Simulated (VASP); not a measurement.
Given:

```yaml
crystal:
  lattice:
    - [3.81459, 0.00000, 0.00000]
    - [0.00000, 3.81459, 0.00000]
    - [0.00000, 0.00000, 3.81459]
  atoms:
    - { symbol: Sr, position: [0.00000, 0.00000, 0.00000] }
    - { symbol: V, position: [0.50000, 0.50000, 0.50000], spin: -0.1 }
    - { symbol: O, position: [0.50000, 0.00000, 0.50000] }
    - { symbol: O, position: [0.00000, 0.50000, 0.50000] }
    - { symbol: O, position: [0.50000, 0.50000, 0.00000] }
```

Computed with PBEsol GGA, VASP's PBE PAW potentials (set 64) (plane waves; VASP 6.6.1). Run with 520 eV cut-off, Gaussian smearing of 0.050 eV, potentials Sr_sv V_sv O.

Question: Estimate the cell moment, band gap (along the path) with the smallest direct gap where there is one.

Answer: 
The band gap (along the path) is none (metal, semimetal or under 0.01 eV) and the cell moment is 0.00 μB.

Only differences to runs with the same potentials and settings are physical.

The structure comes from a measured SrVO3 entry (Pm-3m) of the Crystallography Open Database, whose conditions weren't checked. It was relaxed first.
